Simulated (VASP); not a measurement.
Output of a VASP run:

File OSZICAR:
```
...
RMM:   3    -0.263260218732E+03   -0.36471E-03   -0.34236E-03   655   0.119E-01    0.626E-02
RMM:   4    -0.263260264861E+03   -0.46129E-04   -0.66046E-04   702   0.524E-02    0.592E-02
RMM:   5    -0.263260236047E+03    0.28814E-04   -0.10038E-04   564   0.223E-02    0.464E-02
RMM:   6    -0.263260216928E+03    0.19119E-04   -0.17370E-04   592   0.184E-02    0.130E-02
RMM:   7    -0.263260218977E+03   -0.20486E-05   -0.25800E-05   421   0.981E-03
  10 F= -.26326022E+03 E0= -.26322186E+03  d E =-.310840E-02  mag=     3.0000
       N       E                     dE             d eps       ncg     rms          rms(c)
DAV:   1    -0.263261523321E+03   -0.13064E-02   -0.11454E-01   704   0.559E-01    0.180E-01
RMM:   2    -0.263262225806E+03   -0.70248E-03   -0.77693E-03   632   0.181E-01    0.458E-02
RMM:   3    -0.263262364113E+03   -0.13831E-03   -0.14521E-03   646   0.847E-02    0.394E-02
RMM:   4    -0.263262382710E+03   -0.18598E-04   -0.30103E-04   702   0.385E-02    0.378E-02
RMM:   5    -0.263262366098E+03    0.16612E-04   -0.61744E-05   578   0.174E-02    0.201E-02
RMM:   6    -0.263262369100E+03   -0.30022E-05   -0.73139E-05   553   0.131E-02
  11 F= -.26326237E+03 E0= -.26322398E+03  d E =-.215012E-02  mag=     3.0000
       N       E                     dE             d eps       ncg     rms          rms(c)
DAV:   1    -0.263262263585E+03    0.10251E-03   -0.45876E-02   704   0.355E-01    0.117E-01
RMM:   2    -0.263262547979E+03   -0.28439E-03   -0.32149E-03   632   0.116E-01    0.303E-02
RMM:   3    -0.263262609607E+03   -0.61628E-04   -0.63763E-04   663   0.550E-02    0.266E-02
RMM:   4    -0.263262616326E+03   -0.67190E-05   -0.11664E-04   614   0.243E-02    0.241E-02
RMM:   5    -0.263262609552E+03    0.67735E-05   -0.29216E-05   429   0.117E-02
  12 F= -.26326261E+03 E0= -.26322421E+03  d E =-.239058E-02  mag=     3.0000
       N       E                     dE             d eps       ncg     rms          rms(c)
DAV:   1    -0.263263019479E+03   -0.40315E-03   -0.50908E-02   688   0.388E-01    0.130E-01
RMM:   2    -0.263263322352E+03   -0.30287E-03   -0.36369E-03   632   0.125E-01    0.317E-02
RMM:   3    -0.263263395520E+03   -0.73169E-04   -0.78066E-04   681   0.594E-02    0.306E-02
RMM:   4    -0.263263398515E+03   -0.29941E-05   -0.10972E-04   605   0.247E-02    0.258E-02
RMM:   5    -0.263263390225E+03    0.82894E-05   -0.31733E-05   441   0.123E-02
  13 F= -.26326339E+03 E0= -.26322498E+03  d E =-.780673E-03  mag=     3.0000
       N       E                     dE             d eps       ncg     rms          rms(c)
DAV:   1    -0.263263369986E+03    0.28528E-04   -0.54752E-03   736   0.127E-01    0.447E-02
RMM:   2    -0.263263398571E+03   -0.28585E-04   -0.39672E-04   632   0.411E-02    0.125E-02
RMM:   3    -0.263263407560E+03   -0.89887E-05   -0.99572E-05   640   0.205E-02    0.104E-02
RMM:   4    -0.263263407966E+03   -0.40590E-06   -0.12915E-05   380   0.856E-03
  14 F= -.26326341E+03 E0= -.26322499E+03  d E =-.798413E-03  mag=     3.0000
       N       E                     dE             d eps       ncg     rms          rms(c)
DAV:   1    -0.263263606012E+03   -0.19845E-03   -0.34158E-02   672   0.324E-01    0.109E-01
RMM:   2    -0.263263818518E+03   -0.21251E-03   -0.25144E-03   632   0.105E-01    0.265E-02
RMM:   3    -0.263263868057E+03   -0.49539E-04   -0.53544E-04   684   0.497E-02    0.261E-02
RMM:   4    -0.263263867730E+03    0.32622E-06   -0.69663E-05   580   0.204E-02
  15 F= -.26326387E+03 E0= -.26322544E+03  d E =-.459765E-03  mag=     3.0000
```

### OUTCAR
```
------------------------ aborting loop because EDIFF is reached ----------------------------------------
  FORCE on cell =-STRESS in cart. coord.  units (eV):
  Direction    XX          YY          ZZ          XY          YZ          ZX
  --------------------------------------------------------------------------------------
  Total      -19.2955591    -19.2484422    -19.2928572     -0.0380680      0.0050678      0.0044823
  in kB      -17.8927107    -17.8490193    -17.8902053     -0.0353003      0.0046993      0.0041564
  external PRESSURE =     -17.8773118 kB  Pullay stress =       0.0000000 kB
  volume of cell :     1727.79
      direct lattice vectors                 reciprocal lattice vectors
    11.999521734  0.000000000  0.000000000     0.083336655  0.000000000  0.000000000
     0.000000000 11.999521734  0.000000000     0.000000000  0.083336655  0.000000000
     0.000000000  0.000000000 11.999521734     0.000000000  0.000000000  0.083336655
  FREE ENERGIE OF THE ION-ELECTRON SYSTEM (eV)
  ---------------------------------------------------
  free  energy   TOTEN  =      -263.2638677303 eV

  energy  without entropy=     -263.1870173104  energy(sigma->0) =     -263.22544252

 total charge

# of ion       s       p       d       tot
------------------------------------------
    1        1.170   1.332   0.203   2.706
    2        1.161   1.354   0.209   2.725
    3        1.161   1.355   0.210   2.725
    4        1.161   1.360   0.211   2.732
    5        1.161   1.356   0.210   2.727
    6        1.159   1.341   0.207   2.707
    7        1.161   1.352   0.209   2.722
    8        1.161   1.354   0.210   2.725
    9        1.165   1.342   0.205   2.712
   10        1.165   1.342   0.205   2.712
   11        1.159   1.343   0.207   2.710
   12        1.165   1.342   0.206   2.713
   13        1.161   1.354   0.210   2.726
   14        1.170   1.330   0.203   2.703
   15        1.161   1.353   0.209   2.724
   16        1.161   1.355   0.210   2.726
   17        1.165   1.343   0.206   2.713
   18        1.165   1.342   0.206   2.713
   19        1.171   1.332   0.203   2.706
   20        1.165   1.343   0.206   2.714
   21        1.165   1.343   0.206   2.713
   22        1.161   1.353   0.209   2.724
   23        1.165   1.342   0.206   2.712
   24        1.164   1.341   0.205   2.711
   25        1.161   1.353   0.209   2.724
   26        1.159   1.342   0.207   2.708
   27        1.165   1.341   0.205   2.711
   28        1.161   1.354   0.209   2.725
   29        1.165   1.339   0.205   2.708
   30        1.164   1.339   0.205   2.709
   31        1.161   1.353   0.209   2.723
   32        1.035   1.452   0.000   2.487
   33        1.035   1.452   0.000   2.487
   34        1.035   1.452   0.000   2.487
   35        1.031   1.461   0.000   2.492
   36        1.029   1.461   0.000   2.490
   37        1.029   1.460   0.000   2.489
   38        1.031   1.460   0.000   2.491
   39        1.029   1.461   0.000   2.490
   40        1.068   1.373   0.000   2.441
   41        1.029   1.461   0.000   2.490
   42        1.029   1.461   0.000   2.490
   43        1.029   1.460   0.000   2.489
   44        1.031   1.460   0.000   2.491
   45        1.035   1.452   0.000   2.486
   46        1.035   1.452   0.000   2.487
   47        1.029   1.461   0.000   2.490
   48        1.067   1.374   0.000   2.441
...
```
(Selected blocks of OUTCAR.)

File POSCAR:
```
In31P32
1
   11.9995217336     0.0000000000     0.0000000000
    0.0000000000    11.9995217336    -0.0000000000
   -0.0000000000    -0.0000000000    11.9995217336
In P
31 32
Direct
  0.5000000000   0.0000000000   0.0000000000
  0.7500000000   0.2500000000   0.0000000000
  0.7500000000   0.0000000000   0.2500000000
  0.0000000000   0.0000000000   0.0000000000
  0.2500000000   0.2500000000   0.0000000000
  0.5000000000   0.5000000000   0.0000000000
  0.7500000000   0.7500000000   0.0000000000
  0.2500000000   0.0000000000   0.2500000000
  0.5000000000   0.2500000000   0.2500000000
  0.7500000000   0.5000000000   0.2500000000
  0.5000000000   0.0000000000   0.5000000000
  0.7500000000   0.2500000000   0.5000000000
  0.7500000000   0.0000000000   0.7500000000
  0.0000000000   0.5000000000   0.0000000000
  0.2500000000   0.7500000000   0.0000000000
  0.0000000000   0.2500000000   0.2500000000
  0.2500000000   0.5000000000   0.2500000000
  0.5000000000   0.7500000000   0.2500000000
  0.0000000000   0.0000000000   0.5000000000
  0.2500000000   0.2500000000   0.5000000000
  0.7500000000   0.7500000000   0.5000000000
  0.2500000000   0.0000000000   0.7500000000
  0.5000000000   0.2500000000   0.7500000000
  0.7500000000   0.5000000000   0.7500000000
  0.0000000000   0.7500000000   0.2500000000
  0.0000000000   0.5000000000   0.5000000000
  0.2500000000   0.7500000000   0.5000000000
  0.0000000000   0.2500000000   0.7500000000
  0.2500000000   0.5000000000   0.7500000000
  0.5000000000   0.7500000000   0.7500000000
  0.0000000000   0.7500000000   0.7500000000
  0.6250000000   0.1250000000   0.1250000000
  0.8750000000   0.3750000000   0.1250000000
  0.8750000000   0.1250000000   0.3750000000
  0.1250000000   0.1250000000   0.1250000000
  0.3750000000   0.3750000000   0.1250000000
  0.6250000000   0.6250000000   0.1250000000
  0.8750000000   0.8750000000   0.1250000000
  0.3750000000   0.1250000000   0.3750000000
  0.6253970000   0.3789800000   0.3783840000
  0.8750000000   0.6250000000   0.3750000000
  0.6250000000   0.1250000000   0.6250000000
  0.8750000000   0.3750000000   0.6250000000
  0.8750000000   0.1250000000   0.8750000000
  0.1250000000   0.6250000000   0.1250000000
  0.3750000000   0.8750000000   0.1250000000
  0.1250000000   0.3750000000   0.3750000000
  0.3759010000   0.6266260000   0.3753440000
  0.6250000000   0.8750000000   0.3750000000
  0.1250000000   0.1250000000   0.6250000000
  0.3760340000   0.3789900000   0.6264110000
  0.6245470000   0.6226530000   0.6282850000
  0.8750000000   0.8750000000   0.6250000000
  0.3750000000   0.1250000000   0.8750000000
  0.6250000000   0.3750000000   0.8750000000
  0.8750000000   0.6250000000   0.8750000000
  0.1250000000   0.8750000000   0.3750000000
  0.1250000000   0.6250000000   0.6250000000
  0.3750000000   0.8750000000   0.6250000000
  0.1250000000   0.3750000000   0.8750000000
  0.3750000000   0.6250000000   0.8750000000
  0.6250000000   0.8750000000   0.8750000000
  0.1250000000   0.8750000000   0.8750000000
```

Q: Write an INCAR and KPOINTS that could have produced this output.

A: This is not unique; one that fits is the input of the run itself, PBE GGA, plane waves, VASP's PBE PAW potentials (set 64).

**INCAR**
```
SYSTEM = In31P32
PREC = Normal
ENCUT = 400
EDIFF = 1E-5
NELM = 100
ALGO = Fast
LREAL = Auto
LASPH = .TRUE.
ISMEAR = 0
SIGMA = 0.05
GGA = PE
LMAXMIX = 4
LWAVE = .FALSE.
LCHARG = .FALSE.
NELMIN = 4
ISYM = 0
NELECT = 251.0
ISPIN = 2
NUPDOWN = 3
MAGMOM = 63*0.0476
LORBIT = 10
IBRION = 2
ISIF = 2
NSW = 60
EDIFFG = -0.03
```

### KPOINTS
```
kpoints
0
G
 1 1 1
0 0 0
```

POTCAR, in this order: In P (PBE.64 set). Program: vasp_gam.

The cell is charged, with a uniform compensating background. The supercell is sampled at Γ alone, which is coarse: total energies, pressure and levels can be off, energies of defects by several tenths of an eV.

The cell is a supercell with a defect, built from InP (zinc blende): vac_In, charge +2.
